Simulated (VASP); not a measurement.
Here is a VASP 6.6.1 calculation.

INCAR

```
PREC     = Normal         # precision mode
ENCUT    = 520            # plane-wave cutoff, eV
EDIFF    = 1E-4           # SCF threshold, eV
ISMEAR   = 0              # smearing method
SIGMA    = 0.15           # smearing width, eV
LREAL    = F              # projectors in reciprocal space
LASPH    = T              # aspherical terms in the spheres
NELM     = 60             # most SCF steps
ALGO     = Fast           # electronic algorithm
ISIF     = 3              # what is computed and relaxed
LWAVE    = F              # write WAVECAR
LCHARG   = F              # write CHGCAR
GGA      = PE             # functional
IBRION   = 2              # ionic algorithm
NSW      = 24             # ionic steps
EDIFFG   = -0.08          # ionic threshold
KPAR     = 4
```

KPOINTS

```
regular mesh
0
Gamma
  6 6 2
```

File POSCAR:

```
HfSi2B4
1.0
    3.1300000000      0.0000000000      0.0000000000
   -1.5650000000      2.7106595100      0.0000000000
    0.0000000000      0.0000000000      9.5000000000
Hf Si B
1 2 4
Direct
    0.0000000000      0.0000000000      0.0000000000
    0.0000000000      0.0000000000      0.6220000000
    0.0000000000      0.0000000000      0.3780000000
    0.6666666700      0.3333333300      0.1850000000
    0.3333333300      0.6666666700      0.1850000000
    0.3333333300      0.6666666700      0.8150000000
    0.6666666700      0.3333333300      0.8150000000
```

Potentials or basis: VASP PAW PBE potentials, release 64 (Hf_pv, Si, B).

Run with:

```sh
$ cat potpaw_PBE.64/Hf_pv/POTCAR potpaw_PBE.64/Si/POTCAR potpaw_PBE.64/B/POTCAR > POTCAR
$ mpirun -np 4 vasp_std > vasp.out
```

(1) What does it give for the band gap on the k mesh?

(2) Predict the space group after relaxing (to 0.05 Å).

(3) Predict the relaxed volume.

Answers

(1) none (metal or under the smearing width).

(2) P6/mmm (No. 191).

(3) 11.09 Å³/atom.

Caveat: the k mesh is coarse (spacing up to 0.39 Å⁻¹), so the values aren't converged.
